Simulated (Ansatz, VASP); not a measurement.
## Cross-check of Ge (Germanium) between VASP and Ansatz

Wanted: the spread between two codes on one cell, functional and k mesh. The cell is taken from a series of runs on this material, whose earlier steps may have relaxed, scaled, displaced or heated it; both programs get it as it stands.

Program: Ansatz 0.2.0. Level of theory: plane waves, with VASP 6.6.1 beside it; single point at r2SCAN, spin-orbit coupling. Results are calculated unless marked as measured.

### 1. Starting point

It takes space group I4_1/amd (No. 141, tetragonal). Conventional cell: a = 3.990 Å, b = 3.990 Å, c = 5.691 Å, α = 90.00°, β = 90.00°, γ = 90.00°. Nearest to Ge lie 4 Ge at 2.45 Å.

### 2. Ansatz: single point, r2SCAN, spin-orbit coupling, pair 1

Ansatz runs on its PAW fully relativistic soft_1 files.

With cell and atoms fixed, the geometry can't cause a difference; cores, projectors, grids and the points listed under the comparison can.

Contents of input.yaml:

```yaml
crystal:
  lattice:
    - [0.0, 2.821477282, 2.8453310995]
    - [2.821477282, 0.0, 2.8453310995]
    - [2.821477282, 2.821477282, 0.0]
  atoms:
    - { symbol: Ge, position: [0.5, 0.5, 0.5] }
    - { symbol: Ge, position: [0.75, 0.75, 0.75] }
kpoints:
  mp_grid: { grid: [8, 8, 8] }
hamiltonian:
  xc: r2scan
  pseudopotentials: { kind: paw_fr, azcp: { folder: soft_1 } }
scf:
  occupations: { method: gaussian, width: 0.02 }
output:
  forces: true
  stress: true
  eigenvalues: true
magnetization:
  noncollinear: true
  spin_orbit: true
```

Command:

```console
ansatz run input.yaml --threads 4 --pin off --max-ram 9216MiB --backend cpu --events-out ev --progress --plain --runs-dir out
```

Numbers of over 12 decimals in the logs are rounded to 6 here.

The program printed:

```text
Engine: ansatz 0.2.0, x86_64-unknown-linux-gnu
Pseudopotentials: kind: paw_fr
Pseudopotential: Ge, paw, valence charge 14, recommended cutoff 500 eV (meta_gga), soft_1/Ge.paw.azcp
Functional definition: r2SCAN
  parameter k0 = 0.174
  parameter k1 = 0.065
  parameter a1 = 4.9479
  exchange = r2scan_x(k0 = k0, k1 = k1, a1 = a1)
  correlation = r2scan_c
non-collinear run that drives no moment, with spin-orbit: no starting moment large enough to seed its density (crystal.atoms[].spin), no starting occupations that ask for one, no magnetisation constraint and no magnetic field, so the semilocal B_xc is pinned to zero
Crystal: 2 atoms, lattice volume = 45.302 Å³
Basis set: ecut = 500 eV, 1155 PW (Γ), exchange–correlation on 120×120×120 points (64 copies of the dense FFT grid, shifted against one another)
Bands: 36, of which v1, the nominal top of the filled ones, is band 28 counted from 1 (27 counted from 0)
Symmetry: 16 space group operations + 16 with time reversal
Magnetic group: BNS 141.552 (UNI 1212), of the structure as read, at distance tolerance 3.6e-5 Å
k-points: 59 of 512
Projection manifold: j_resolved (fully-relativistic pseudo-atomic orbitals)
Non-local potential: Ge, projectors of the file, resolved by j, l = 0: 2, l = 1: 4, l = 2: 6, l = 3: 2
PAW form: soft (Blöchl's): semilocal exchange-correlation on the pseudo side does not see the compensation charge
PAW frozen core: Ge, regenerated for the run's functional (the file was generated under x = pbe(κ = 0.804, μ = 0.219515), c = pbe(β = 0.066725))
PAW one-centre angular grid: Ge, 590 points (default); XC on 261 of its mesh's 2687 points in the sphere
Initial density: superposition of atomic densities (chi_scale 0.1, normalization cell)
Initial wavefunctions: pseudopotential atomic-orbital guess
Functional: x = r2scan, c = r2scan; τ floored in thin density (d = 2e-4 eV/Å³)
iter 1 solved again at ethr=1.72e-3 eV; its pass at ethr=3.10e-3 eV (dr2=4.82e-1 eV) is discarded
SCF iter   1: F=—  HF=-8600.284599 eV  |F-HF|=—  |Δ(HF+E_count)|=         —  Δρ=3.78e-2  dr2=4.87e-1  dr2_τ=1.17e-3  dr2_m=0.00e0 (ungated)  ethr=1.72e-3  |M|=0.00e0 ∫|m|=0.00e0 μB  |m|>n=0.0e0 m-floor=0.0e0 τ_xc=0.0e0  β_m=0.30  ⟨swp⟩=1.1  Hψ=6517  notcnv=0
preconditioner: auto → none  [insulator: Δε(μ)=0.041 eV  Ē_g=24.350 eV  σ=0.020 eV  W_gap=0.86  n_scr=14 (ndim 8)  ℏωp=29.2 eV  f_vac=0.000  D(μ)=0.08/eV (n_scr^D=0)  ε∞_Penn≈2.4]
SCF iter   2: F=—  HF=-8600.305349 eV  |F-HF|=—  |Δ(HF+E_count)|=   2.07e-2  Δρ=2.67e-2  dr2=2.19e-1  dr2_τ=3.29e-4  dr2_m=0.00e0 (ungated)  ethr=1.72e-3  |M|=0.00e0 ∫|m|=0.00e0 μB  |m|>n=0.0e0 m-floor=0.0e0 τ_xc=0.0e0  β_m=0.61  ⟨swp⟩=2.0  Hψ=1296  notcnv=0
SCF iter   3: F=—  HF=-8600.356028 eV  |F-HF|=—  |Δ(HF+E_count)|=   5.07e-2  Δρ=2.77e-3  dr2=1.60e-3  dr2_τ=8.64e-6  dr2_m=0.00e0 (ungated)  ethr=7.83e-4  |M|=0.00e0 ∫|m|=0.00e0 μB  |m|>n=0.0e0 m-floor=0.0e0 τ_xc=0.0e0  β_m=0.57  ⟨swp⟩=2.6  Hψ=1378  notcnv=0
SCF iter   4: F=—  HF=-8600.355708 eV  |F-HF|=—  |Δ(HF+E_count)|=   3.20e-4  Δρ=5.88e-4  dr2=6.10e-5  dr2_τ=2.51e-7  dr2_m=0.00e0 (ungated)  ethr=5.73e-6  |M|=0.00e0 ∫|m|=0.00e0 μB  |m|>n=0.0e0 m-floor=0.0e0 τ_xc=0.0e0  β_m=0.61  ⟨swp⟩=2.1  Hψ=2128  notcnv=0
SCF iter   5: F=—  HF=-8600.355741 eV  |F-HF|=—  |Δ(HF+E_count)|=   3.30e-5  Δρ=1.89e-4  dr2=6.06e-6  dr2_τ=3.39e-8  dr2_m=0.00e0 (ungated)  ethr=2.18e-7  |M|=0.00e0 ∫|m|=0.00e0 μB  |m|>n=0.0e0 m-floor=0.0e0 τ_xc=0.0e0  β_m=0.78  ⟨swp⟩=2.2  Hψ=1720  notcnv=0
SCF iter   6: F=-8600.355745 eV  HF=-8600.355745 eV  |F-HF|=5.41e-9  |Δ(HF+E_count)|=   3.73e-6  Δρ=6.23e-6  dr2=9.49e-9  dr2_τ=3.93e-11  dr2_m=0.00e0 (ungated)  ethr=3.57e-10  |M|=0.00e0 ∫|m|=0.00e0 μB  |m|>n=0.0e0 m-floor=0.0e0 τ_xc=0.0e0  ⟨swp⟩=4.1  Hψ=4858  notcnv=0
SCF 1 converged in 6 iterations: F = -8600.355745 eV  dr2 = 9.49e-9
  greatest PAW one-centre occupation: 0.997 electrons in one spin orbital (limit 2), on the Ge atom at site 1 (counted from 0), in its partial waves of l = 2
SCF converged after 6 iterations
Magnetization: |M| = 0.0000 μB,  M = (+0.0000, +0.0000, +0.0000) μB
Absolute magnetization: 0.0000 μB (∫|m|)
  site 0: m = (+0.0000, +0.0000, +0.0000) μB, |m| = 0.0000 μB  (R = 1.01 Å)
  site 1: m = (+0.0000, +0.0000, +0.0000) μB, |m| = 0.0000 μB  (R = 1.01 Å)
Free energy (F): -8600.355745 eV
Harris-Foulkes:  -8600.355745 eV  (|F-HF|=5.41e-9)
Internal energy: -8600.355745 eV  (E = F + TS)
E sigma→0 (E₀):  -8600.355745 eV
Fermi energy:    8.618155 eV
--- Per-component energies (eV) ---
  E_band       = -318.990450
  E_kinetic    = 185.096370
  E_local      = -4503.340577  (includes V_loc(G=0)·N_el)
  E_nonlocal   = 437.271531
  E_hartree    = 2149.064435
  E_xc         = -131.814981
  E_vxc        = -136.755720  (∫ρ·V_xc dr)
  E_paw        = -4047.800172  (= ΣΔE_a)
  E_vpaw       = -606.538778  (= ΣTr[D̂ρ^β])
  E_aug_tail   = -0.000008  (compensation charges beyond the density's cutoff)
  E_vtau       = 7.156003  (kinetic-family band-sum trace: ∫τ·v_τ [+ j·A + Jᵃ·Aᵃ] dr)
  E_ewald      = -2686.692509
  E_core_change = -2.139835  (= ΣΔE_core)
  E_smearing   = -0.000000  (= −TS)
  E_closure    = -0.000000  (closes the sum)
  Σ components = -8600.355745   (vs F -8600.355745, Δ=0.00e0)
--- Forces (eV/Å), atoms counted from 1 ---
  atom   1  Ge    -0.00000000     0.00000000     0.00000000
  atom   2  Ge    -0.00000000     0.00000000     0.00000000
  max |Σ_I F_I| component: 1.39e-17 eV/Å
--- Stress (GPa, compression-positive) ---
        0.724981       0.000000       0.000000
        0.000000       0.724981       0.000000
        0.000000       0.000000       0.007667
  P = ⅓ Tr σ = 0.4859 GPa (4.859 kbar)
--- Band table (eV; the first three rows and the last of 59) ---
  k-point 0: bands = [... 24 lower, 8.4151, 8.4151, 8.4574, 8.4574, 8.7789, 8.7789, 10.9246, 10.9246, ... 4 higher]
  k-point 1: bands = [... 24 lower, 7.8903, 7.8903, 8.0837, 8.0837, 9.6679, 9.6679, 11.4657, 11.4657, ... 4 higher]
  k-point 2: bands = [... 24 lower, 7.3126, 7.3126, 7.5066, 7.5066, 9.2952, 9.2952, 12.1426, 12.1426, ... 4 higher]
  k-point 58: bands = [... 24 lower, 5.1576, 5.1576, 5.1576, 5.1576, 9.3743, 9.3743, 9.3743, 9.3743, ... 4 higher]
```

The run ends at a pressure of 0.49 GPa.

### 3. VASP: single point, r2SCAN, spin-orbit coupling, pair 1

The same cell, functional, mesh and smearing now go to VASP, with its own data sets.

Lines of VASP's logs that name or quote its potential files are left out, and so is its time.

Contents of INCAR:

```
SYSTEM = Ge
PREC = Accurate
ENCUT = 550
EDIFF = 1E-06
NELM = 200
ISMEAR = 0
SIGMA = 0.02
LREAL = .FALSE.
ALGO = Normal
METAGGA = R2SCAN
LASPH = .TRUE.
LNONCOLLINEAR = .TRUE.
MAGMOM = 0 0 0 0 0 0
NBANDS = 40
GGA_COMPAT = .FALSE.
LSORBIT = .TRUE.
LORBIT = 11
LWAVE = .FALSE.
LCHARG = .FALSE.
ISIF = 2
EFERMI = MIDGAP
LMIXTAU = .TRUE.
KPAR = 2
```

Contents of POSCAR:

```
Ge
1.0
    0.0000000000      2.8214772820      2.8453310995
    2.8214772820      0.0000000000      2.8453310995
    2.8214772820      2.8214772820      0.0000000000
Ge
2
Direct
    0.5000000000      0.5000000000      0.5000000000
    0.7500000000      0.7500000000      0.7500000000
```

Contents of KPOINTS:

```
Automatic mesh
0
Gamma
8 8 8
0 0 0
```

Potentials, in the order of the species: Ge_d (PBE family, release 64).

Command:

```console
mpirun -np 2 vasp_ncl
```

The program printed:

```text
[banner, memory and clock lines left out]
running    2 mpi-ranks, on    1 nodes
 distrk:  each k-point on    1 cores,    2 groups
 distr:  one band on    1 cores,    1 groups

 POSCAR found type information on POSCAR Ge
 POSCAR found :  1 types and       2 ions
|                                                                             |
|               ----> ADVICE to this user running VASP <----                  |
|                                                                             |
|     You enforced a specific xc type in the INCAR file but a different       |
|     [... a line on the potential file left out ...]
|     I HOPE YOU KNOW WHAT YOU ARE DOING!                                     |
|                                                                             |

 LDA part: xc-table for (None), standard interpolation
 POSCAR, INCAR and KPOINTS ok, starting setup
 FFT: planning ... GRIDC
 FFT: planning ... GRID_SOFT
 FFT: planning ... GRID
 WAVECAR not read
 entering main loop
       N       E                     dE             d eps       ncg     rms          rms(c)
DAV:   1     0.266982547662E+03    0.26698E+03   -0.14215E+04  5912   0.410E+03
DAV:   2     0.231563023331E+02   -0.24383E+03   -0.23288E+03  4720   0.955E+02
DAV:   3    -0.271039065387E+02   -0.50260E+02   -0.49551E+02  5280   0.216E+02
DAV:   4    -0.303697802647E+02   -0.32659E+01   -0.32606E+01  5424   0.632E+01
DAV:   5    -0.304429842429E+02   -0.73204E-01   -0.73198E-01  5224   0.109E+01    0.339E+00
DAV:   6    -0.277577671292E+02    0.26852E+01   -0.36239E-01  5440   0.107E+01    0.196E+00
DAV:   7    -0.276368632608E+02    0.12090E+00   -0.28612E-01  6200   0.858E+00    0.417E-01
DAV:   8    -0.277570641807E+02   -0.12020E+00   -0.10936E-01  5248   0.490E+00    0.127E-01
DAV:   9    -0.277514246911E+02    0.56395E-02   -0.77685E-03  5000   0.101E+00    0.101E-01
DAV:  10    -0.276894625780E+02    0.61962E-01   -0.31121E-02  4768   0.206E+00    0.828E-02
DAV:  11    -0.277519022988E+02   -0.62440E-01   -0.22387E-02  4720   0.107E+00    0.269E-02
DAV:  12    -0.277522288314E+02   -0.32653E-03   -0.27733E-04  5424   0.174E-01    0.179E-02
DAV:  13    -0.277523540018E+02   -0.12517E-03   -0.94729E-05  5440   0.123E-01    0.484E-03
DAV:  14    -0.277523389558E+02    0.15046E-04   -0.13435E-05  5240   0.487E-02    0.253E-03
DAV:  15    -0.277523442913E+02   -0.53355E-05   -0.10574E-06  4184   0.102E-02    0.216E-03
DAV:  16    -0.277523579166E+02   -0.13625E-04   -0.12763E-06  4064   0.110E-02    0.102E-03
DAV:  17    -0.277523619519E+02   -0.40353E-05   -0.88657E-07  3984   0.877E-03    0.408E-04
DAV:  18    -0.277523618300E+02    0.12187E-06   -0.54602E-08  3040   0.368E-03
   1 F= -.27752362E+02 E0= -.27752362E+02  d E =-.160944E-25  mag=    -0.0000    -0.0000     0.0000
```

OUTCAR, selected parts (step 3):

```text
ion  position               nearest neighbor table
   1  0.500  0.500  0.500-   2 2.45   2 2.45   2 2.45   2 2.45
   2  0.750  0.750  0.750-   1 2.45   1 2.45   1 2.45   1 2.45

  LATTYP: Found a body centered tetragonal cell.
 ALAT       =     3.9901714381
 C/A-ratio  =     1.4261698494

 Subroutine GETGRP returns: Found 16 space group operations
 (whereof  8 operations were pure point group operations)

The static configuration has the point symmetry D_2d.
 The point group associated with its full space group is D_4h.

 Found     59 irreducible k-points:

   k-points           NKPTS =     59   k-points in BZ     NKDIM =     59   number of bands    NBANDS=     40

   dimension x,y,z NGX =    32 NGY =   32 NGZ =   32
   dimension x,y,z NGXF=    64 NGYF=   64 NGZF=   64

   ENCUT  =  550.0 eV  40.42 Ry    6.36 a.u.   7.66  7.66  7.63*2*pi/ulx,y,z

   NELECT =      28.0000    total number of electrons

 k-points in reciprocal lattice and weights: Automatic mesh
   0.00000000  0.00000000  0.00000000       0.002
   0.12500000 -0.00000000  0.00000000       0.016
   0.25000000 -0.00000000  0.00000000       0.016
   0.37500000  0.00000000  0.00000000       0.016
   0.50000000 -0.00000000  0.00000000       0.008
   0.12500000  0.12500000  0.00000000       0.004
   0.25000000  0.12500000  0.00000000       0.016
   0.37500000  0.12500000  0.00000000       0.016
   0.50000000  0.12500000  0.00000000       0.016
[...]
-0.37500000  0.12500000  0.50000000       0.008
  -0.25000000  0.25000000  0.50000000       0.004

 average (electrostatic) potential at core
       1 -79.4484       2 -79.4484

 E-fermi :   5.0563

 k-point     1 :       0.0000    0.0000    0.0000
  band No.  band energies     occupation
    ...
     24       4.5999      1.00000
     25       4.8736      1.00000
     26       4.8736      1.00000
     27       4.9158      1.00000
     28       4.9158      1.00000
     29       5.1969      0.00000
     30       5.1969      0.00000
     31       7.3680      0.00000
     32       7.3680      0.00000
     33       7.5643      0.00000
    ...

 k-point     2 :       0.1250   -0.0000    0.0000
  band No.  band energies     occupation
    ...
     24       2.4497      1.00000
     25       4.3471      1.00000
     26       4.3471      1.00000
     27       4.5408      1.00000
     28       4.5408      1.00000
     29       6.0986      0.00000
     30       6.0986      0.00000
     31       7.9103      0.00000
     32       7.9103      0.00000
     33       8.0542      0.00000
    ...

 k-point     3 :       0.2500   -0.0000    0.0000
  band No.  band energies     occupation
    ...
     24      -0.0399      1.00000
     25       3.7684      1.00000
     26       3.7684      1.00000
     27       3.9625      1.00000
     28       3.9625      1.00000
     29       5.7283      0.00000
     30       5.7283      0.00000
     31       8.5884      0.00000
     32       8.5884      0.00000
     33       8.7220      0.00000
    ...

  Total        0.2525183      0.2525183      0.0497642      0.0000000     -0.0000000      0.0000000
  in kB        8.9307407      8.9307407      1.7599946      0.0000000     -0.0000000      0.0000000
  external PRESSURE =       6.5404920 kB  Pullay stress =       0.0000000 kB

  energy-cutoff  :      550.00
  volume of cell :       45.30
      direct lattice vectors                 reciprocal lattice vectors
     0.000000000  2.821477282  2.845331100    -0.177212130  0.177212130  0.175726473
     2.821477282  0.000000000  2.845331100     0.177212130 -0.177212130  0.175726473
     2.821477282  2.821477282  0.000000000     0.177212130  0.177212130 -0.175726473

 POSITION                                       TOTAL-FORCE (eV/Angst)
 -----------------------------------------------------------------------------------
      2.82148      2.82148      2.84533        -0.000000     -0.000000      0.000000
      4.23222      4.23222      4.26800         0.000000      0.000000     -0.000000
 -----------------------------------------------------------------------------------
    total drift:                               -0.000000     -0.000000     -0.000000

  FREE ENERGIE OF THE ION-ELECTRON SYSTEM (eV)
  ---------------------------------------------------
  free  energy   TOTEN  =       -27.7523618300 eV

  energy  without entropy=      -27.7523618300  energy(sigma->0) =      -27.75236183

 Spin-Orbit-Coupling matrix elements
 Ion:    1  E_soc:     -0.0173235
 Ion:    2  E_soc:     -0.0173235

 total charge
# of ion       s       p       d       tot
------------------------------------------
    1        1.102   1.294  10.023  12.418
    2        1.102   1.294  10.023  12.418
--------------------------------------------------
tot          2.204   2.587  20.045  24.836

 magnetization (x)
# of ion       s       p       d       tot
------------------------------------------
    1       -0.000   0.000  -0.000  -0.000
    2       -0.000   0.000   0.000  -0.000
--------------------------------------------------
tot         -0.000   0.000   0.000  -0.000

 magnetization (y)
# of ion       s       p       d       tot
------------------------------------------
    1        0.000   0.000   0.000   0.000
    2        0.000  -0.000  -0.000   0.000
--------------------------------------------------
tot          0.000  -0.000   0.000   0.000

 magnetization (z)
# of ion       s       p       d       tot
------------------------------------------
    1       -0.000   0.000  -0.000  -0.000
    2       -0.000   0.000   0.000   0.000
--------------------------------------------------
tot         -0.000   0.000  -0.000  -0.000

[... 3 further parts left out ...]
```

The run ends at a pressure of 0.65 GPa.

### 4. Differences

Known differences besides the potentials themselves: spin-orbit coupling enters by fully relativistic files in Ansatz and inside the spheres in VASP; VASP keeps PBE cores, Ansatz makes them for the functional; the cutoff is 500 eV in Ansatz and 550 eV in VASP. Total energies have different zeros and are not compared.

Both answers:

```csv
quantity,Ansatz,VASP,difference
pressure (GPa),0.49,0.65,-0.17
gap on the k mesh (eV),0.321,0.281,+0.040
```

A gap on the mesh is an upper bound, since the band edges may lie between its points.

### 5. VASP: single point, r2SCAN, spin-orbit coupling, pair 2

A single point gives forces, pressure and levels at one fixed geometry, so differences don't come from the geometry; what else differs is listed under the comparison. The cell compared in this pair holds 45.90 Å³, against 45.30 Å³ for the pair before.

INCAR is that of step 3.

Contents of POSCAR:

```
Ge
1.0
    0.0000000000      2.8498338376      2.8259800201
    2.8498338376      0.0000000000      2.8259800201
    2.8498338376      2.8498338376      0.0000000000
Ge
2
Direct
    0.5000000000      0.5000000000      0.5000000000
    0.7500000000      0.7500000000      0.7500000000
```

KPOINTS is that of step 3.

Command:

```console
mpirun -np 2 vasp_ncl
```

The program printed:

```text
[banner, memory and clock lines left out]
running    2 mpi-ranks, on    1 nodes
[...]
[... a notice as in an earlier step ...]

 LDA part: xc-table for (None), standard interpolation
 POSCAR, INCAR and KPOINTS ok, starting setup
[...]
entering main loop
       N       E                     dE             d eps       ncg     rms          rms(c)
DAV:   1     0.258264366803E+03    0.25826E+03   -0.14390E+04  5968   0.408E+03
DAV:   2     0.215841031612E+02   -0.23668E+03   -0.22593E+03  4720   0.924E+02
DAV:   3    -0.272723185525E+02   -0.48856E+02   -0.48197E+02  5304   0.212E+02
DAV:   4    -0.303778102820E+02   -0.31055E+01   -0.31002E+01  5432   0.618E+01
[...]
DAV:  16    -0.277531431425E+02   -0.13592E-04   -0.22957E-06  4032   0.153E-02    0.695E-04
DAV:  17    -0.277531448909E+02   -0.17484E-05   -0.44045E-07  3624   0.772E-03    0.227E-04
DAV:  18    -0.277531448865E+02    0.43901E-08   -0.73122E-08  2960   0.403E-03
   1 F= -.27753145E+02 E0= -.27753145E+02  d E =-.212015E-10  mag=    -0.0000     0.0000     0.0000
```

From OUTCAR (step 5):

```text
  Total       -0.1500026     -0.1500026      0.0478384      0.0000000      0.0000000      0.0000000
  in kB       -5.2356572     -5.2356572      1.6697419      0.0000000      0.0000000      0.0000000
  external PRESSURE =      -2.9338575 kB  Pullay stress =       0.0000000 kB

 POSITION                                       TOTAL-FORCE (eV/Angst)
 -----------------------------------------------------------------------------------
      2.84983      2.84983      2.82598        -0.000000     -0.000000     -0.000000
      4.27475      4.27475      4.23897         0.000000      0.000000      0.000000
 -----------------------------------------------------------------------------------
    total drift:                               -0.000000     -0.000000     -0.000000

  FREE ENERGIE OF THE ION-ELECTRON SYSTEM (eV)
  ---------------------------------------------------
  free  energy   TOTEN  =       -27.7531448865 eV

  energy  without entropy=      -27.7531448865  energy(sigma->0) =      -27.75314489

 magnetization (x)
# of ion       s       p       d       tot
------------------------------------------
    1        0.000   0.000  -0.000  -0.000
    2        0.000   0.000   0.000   0.000
--------------------------------------------------
tot          0.000   0.000  -0.000   0.000

 magnetization (y)
# of ion       s       p       d       tot
------------------------------------------
    1        0.000   0.000   0.000   0.000
    2        0.000   0.000   0.000   0.000
--------------------------------------------------
tot          0.000   0.000   0.000   0.000

 magnetization (z)
# of ion       s       p       d       tot
------------------------------------------
    1        0.000  -0.000  -0.000  -0.000
    2        0.000  -0.000  -0.000  -0.000
--------------------------------------------------
tot          0.000  -0.000  -0.000  -0.000

[... 1 part as in an earlier step ...]

[... 2 further parts left out ...]
[key lines of the parts left out:]
E-fermi :   4.8652
```

The run ends at a pressure of -0.29 GPa.

[end of part 1 of 2]

[Lines on the potential files, build, host, timing and source positions are cut from VASP's logs without a mark.]

[Logs are printed without paths, hosts, clocks, repeated set-up lines and the standing remarks that a program may print on its own settings, such as how far it seeks lower states.]

[Hosts, paths, dates, database ids (printed as entryN), source tags and the programs' standing remarks are cut or masked in the printed files.]
